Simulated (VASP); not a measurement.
The input files of a VASP run:

File POSCAR:
```
CoAl
1
    2.8409275683     0.0000000000    -0.0000000000
    0.0000000000     2.8409275683    -0.0000000000
    0.0000000000     0.0000000000     2.8409275683
Al Co
1 1
Direct
  0.5000000000   0.5000000000   0.5000000000
  0.0000000000   0.0000000000   0.0000000000
```

File KPOINTS:
```
Automatic mesh
0
Gamma
12 12 12
0 0 0
```

### INCAR
```
SYSTEM = CoAl
PREC = Accurate
ENCUT = 480
EDIFF = 1E-7
NELM = 100
ALGO = Normal
LREAL = .FALSE.
LASPH = .TRUE.
ISMEAR = 1
SIGMA = 0.1
GGA = PE
LMAXMIX = 4
LWAVE = .FALSE.
LCHARG = .FALSE.
ISIF = 3
IBRION = 2
NSW = 40
EDIFFG = -0.01
PSTRESS = 20
```

POTCAR, in this order: Al Co (PBE.64 set). Program: vasp_std.

**Question.** Translate this PBE calculation to Ansatz.

**Answer.** One equivalent input (not run):
Ansatz 0.2 input:
```yaml
crystal:
  lattice:
    - [2.8409276, 0.0000000, 0.0000000]
    - [0.0000000, 2.8409276, 0.0000000]
    - [0.0000000, 0.0000000, 2.8409276]
  atoms:
    - { symbol: Al, position: [0.5000000, 0.5000000, 0.5000000] }
    - { symbol: Co, position: [0.0000000, 0.0000000, 0.0000000] }
kpoints:
  mp_grid: { grid: [12, 12, 12] }
hamiltonian:
  xc: pbe
  pseudopotentials: { kind: paw }
scf:
  occupations: { method: methfessel_paxton, width: 0.1 }
  max_iter: 100
relax:
  max_steps: 40
  f_tol: 0.01
  cell: { p_target: 2 }
output: { forces: true, stress: true, eigenvalues: true }
```
What does not carry over: each code has its own PAW files, so the cut-off isn't converted (ENCUT is set for VASP's; basis.ecutwfc is left out, and Ansatz then takes the one that its files recommend); Ansatz stops its SCF on the density residual and VASP on the energy change (EDIFF).

The compound is CoAl in the CsCl type structure. It was relaxed first under an external pressure of 2 GPa.
